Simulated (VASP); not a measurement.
Computed with AM05 GGA, VASP's PBE PAW potentials (set 64) (plane waves; VASP).

A VASP calculation is set up with these files.

### INCAR
```
SYSTEM = Pt
PREC = Accurate
ENCUT = 520
EDIFF = 1E-7
NELM = 100
ALGO = Normal
LREAL = .FALSE.
LASPH = .TRUE.
ISMEAR = -5
GGA = AM
LMAXMIX = 6
LWAVE = .FALSE.
LCHARG = .TRUE.
LORBIT = 11
NEDOS = 601
ISIF = 2
```

**KPOINTS**
```
Automatic mesh
0
Gamma
18 18 18
0 0 0
```

POSCAR:
```
Pt
1.0
  0.0000000000   1.9528732923   1.9528732923
  1.9528732923   0.0000000000   1.9528732923
  1.9528732923   1.9528732923   0.0000000000
Pt
1
Cart
  0.0000000000   0.0000000000   0.0000000000
```

POTCAR, in this order: Pt (PBE.64 set). Program: vasp_std.

The resulting files:

### OSZICAR
```
       N       E                     dE             d eps       ncg     rms          rms(c)
DAV:   1     0.375922030288E+02    0.37592E+02   -0.56411E+03  3630   0.104E+03
DAV:   2    -0.665730722939E+01   -0.44250E+02   -0.42810E+02  3676   0.189E+02
DAV:   3    -0.708828216014E+01   -0.43097E+00   -0.42842E+00  4250   0.191E+01
DAV:   4    -0.708966622079E+01   -0.13841E-02   -0.13837E-02  3980   0.109E+00
DAV:   5    -0.708967489925E+01   -0.86785E-05   -0.86777E-05  4042   0.809E-02    0.137E+01
DAV:   6    -0.671119363863E+01    0.37848E+00   -0.96795E-01  3594   0.898E+00    0.713E+00
DAV:   7    -0.666424593577E+01    0.46948E-01   -0.17712E-01  3750   0.370E+00    0.260E+00
DAV:   8    -0.666009928376E+01    0.41467E-02   -0.64089E-03  3727   0.827E-01    0.535E-01
DAV:   9    -0.665991977584E+01    0.17951E-03   -0.11933E-04  3742   0.119E-01    0.222E-02
DAV:  10    -0.665991980406E+01   -0.28220E-07   -0.24187E-06  4060   0.122E-02    0.152E-03
DAV:  11    -0.665992008307E+01   -0.27902E-06   -0.66108E-08  3200   0.265E-03    0.123E-03
DAV:  12    -0.665992019966E+01   -0.11658E-06   -0.35596E-09  1868   0.621E-04    0.401E-05
DAV:  13    -0.665992020706E+01   -0.73999E-08   -0.19506E-10  1827   0.124E-04
   1 F= -.66599202E+01 E0= -.66599202E+01  d E =0.000000E+00
```

OUTCAR:
```
------------------------ aborting loop because EDIFF is reached ----------------------------------------
  FORCE on cell =-STRESS in cart. coord.  units (eV):
  Direction    XX          YY          ZZ          XY          YZ          ZX
  --------------------------------------------------------------------------------------
  Total        0.0089964      0.0089964      0.0089964      0.0000000      0.0000000     -0.0000000
  in kB        0.9676702      0.9676702      0.9676702      0.0000000      0.0000000     -0.0000000
  external PRESSURE =       0.9676702 kB  Pullay stress =       0.0000000 kB
  volume of cell :       14.90
      direct lattice vectors                 reciprocal lattice vectors
     0.000000000  1.952873292  1.952873292    -0.256032996  0.256032996  0.256032996
     1.952873292  0.000000000  1.952873292     0.256032996 -0.256032996  0.256032996
     1.952873292  1.952873292  0.000000000     0.256032996  0.256032996 -0.256032996
 POSITION                                       TOTAL-FORCE (eV/Angst)
 -----------------------------------------------------------------------------------
      0.00000      0.00000      0.00000         0.000000      0.000000     -0.000000
 -----------------------------------------------------------------------------------
    total drift:                                0.000000      0.000000     -0.000000
  FREE ENERGIE OF THE ION-ELECTRON SYSTEM (eV)
  ---------------------------------------------------
  free  energy   TOTEN  =        -6.6599202071 eV

  energy  without entropy=       -6.6599202071  energy(sigma->0) =       -6.65992021

 total charge

# of ion       s       p       d       tot
------------------------------------------
    1        0.637   0.631   8.042   9.310
```
(Selected blocks of OUTCAR.)

**OUTCAR**
```
 val. band max:       11.3380015166   @ k =   0.4444   0.1111   0.0000

 cond. band min:      11.1141230918   @ k =   0.3889   0.3889   0.0000


 Fermi energy:        11.2905590869

 k-point     1 :       0.0000    0.0000    0.0000
  band No.  band energies     occupation
      1       0.8805      2.00000
      2       7.4362      2.00000
      3       7.4362      2.00000
      4       7.4362      2.00000
      5       9.6582      2.00000
      6       9.6582      2.00000
      7      25.8732      0.00000
      8      30.9399      0.00000
      9      30.9399      0.00000

 k-point     2 :       0.0556    0.0000    0.0000
  band No.  band energies     occupation
      1       1.0065      2.00000
      2       7.3781      2.00000
      3       7.4870      2.00000
      4       7.4870      2.00000
      5       9.6289      2.00000
      6       9.6289      2.00000
      7      26.0726      0.00000
      8      30.2542      0.00000
      9      31.1354      0.00000

 k-point     3 :       0.1111    0.0000    0.0000
  band No.  band energies     occupation
      1       1.3733      2.00000
      2       7.2287      2.00000
      3       7.6202      2.00000
      4       7.6202      2.00000
      5       9.5659      2.00000
      6       9.5659      2.00000
      7      26.6166      0.00000
      8      28.8337      0.00000
      9      31.7043      0.00000

 k-point     4 :       0.1667    0.0000    0.0000
  band No.  band energies     occupation
      1       1.9408      2.00000
      2       7.0606      2.00000
      3       7.7708      2.00000
      4       7.7708      2.00000
      5       9.5473      2.00000
      6       9.5473      2.00000
      7      27.2144      0.00000
      8      27.3245      0.00000
      9      32.5898      0.00000

 k-point     5 :       0.2222    0.0000    0.0000
  band No.  band energies     occupation
      1       2.6201      2.00000
      2       6.9975      2.00000
      3       7.8371      2.00000
...
```

For a metal the tetrahedron method with Blöchl corrections gives inexact stress and forces. Unless said otherwise, spin-orbit coupling is left out, though it shifts the bands of the heavy elements here.

The compound is Pt in the fcc structure. It was relaxed first.
